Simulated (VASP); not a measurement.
BN (wurtzite) relaxed at rising pressure, in one space group throughout; other phases were not tried. The pressures are those reached. All values below come from PBE GGA, VASP's PBE PAW potentials (set 64) (plane waves; VASP 6.6.1).

```csv
P (GPa),V (Å³/atom),k-mesh
-0.34,5.973,10×10×5
5.00,5.890,10×10×5
10.01,5.817,10×10×5
19.96,5.684,10×10×5
29.95,5.562,10×10×6
```

A change of mesh leaves a small step in the series.

Task: Fit an equation of state and predict the volume at 45.13 GPa.

Result: Least squares on the third-order Birch-Murnaghan form, P = (3B0/2)(y⁷ − y⁵)[1 + (3/4)(B′ − 4)(y² − 1)] with y = (V0/V)^(1/3), gives V0 = 5.967 Å³/atom, B0 = 375 GPa and B′ = 3.6, and so 5.397 Å³/atom. The run gave 5.398 Å³/atom, +0.0 % from the fit.

Pressures at which the relaxation failed are left out.

The compound is BN in the wurtzite structure, a metastable high-pressure form.
